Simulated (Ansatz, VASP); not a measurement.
## One calculation of Y3F, two programs

File INCAR:

```
PREC = Accurate
ENCUT = 600
EDIFF = 1E-6
ISMEAR = 0
SIGMA = 0.1
LREAL = False
LASPH = True
NELM = 100
ALGO = Normal
ISIF = 3
LWAVE = False
LCHARG = False
GGA = PE
IBRION = 2
NSW = 100
EDIFFG = -0.01
```

KPOINTS

```
regular mesh
0
Gamma
  9 9 14
```

POSCAR

```
Y3F
1.0
    6.2429979814      0.0000000000      0.0000000000
   -3.1214989907      5.4065948477      0.0000000000
    0.0000000000      0.0000000000      3.3470170745
Y F
3 1
Direct
    0.5000000000      0.0000000000      0.0000000000
    0.0000000000      0.5000000000      0.0000000000
    0.5000000000      0.5000000000      0.0000000000
    0.0000000000      0.0000000000      0.0000000000
```

Input for Ansatz:

```yaml
crystal:
  lattice:
    - [6.2429979814, 0.0, 0.0]
    - [-3.1214989907, 5.4065948477, 0.0]
    - [0.0, 0.0, 3.3470170745]
  atoms:
    - { symbol: "Y", position: [0.5, 0.0, 0.0] }
    - { symbol: "Y", position: [0.0, 0.5, 0.0] }
    - { symbol: "Y", position: [0.5, 0.5, 0.0] }
    - { symbol: F, position: [0.0, 0.0, 0.0] }
basis:
  ecutwfc: 420
kpoints:
  mp_grid: { grid: [9, 9, 14] }
hamiltonian:
  xc: pbe
scf:
  occupations: { method: gaussian, width: 0.1 }
output:
  forces: true
  stress: true
  eigenvalues: true
relax:
  adjacent_minimum: "off"
  f_tol: 0.01
  max_steps: 80
  cell: { stress_tol: 0.05 }
```

Alike in both runs: task relaxation of cell and atoms; functional PBE; k mesh 9 × 9 × 14; occupations gaussian, width 0.1 eV; no spin polarisation.

|  | VASP | Ansatz |
| --- | --- | --- |
| version | VASP 6.6.1 | Ansatz 0.2.0 |
| potentials or method | VASP PAW PBE potentials, release 64 (Y_sv, F) | scalar-relativistic, plane waves, PAW |
| plane-wave cutoff (eV) | 600 | 420 |
| valence electrons in the cell | 40 | 40 |

Ansatz gave:

```
gap on the k mesh at the Fermi level, each at its own relaxed structure (eV) : none
relaxed volume (Å³/atom)                                                     : 28.58
relaxed cell length with the largest relative difference (Å)                 : 3.362
```

Question: What did VASP give for the same quantities?

Answer: gap on the k mesh at the Fermi level, each at its own relaxed structure (eV): none; relaxed volume (Å³/atom): 28.46; relaxed cell length with the largest relative difference (Å): 3.353.

A gap of «none» marks a metal or a gap that the smearing closes.
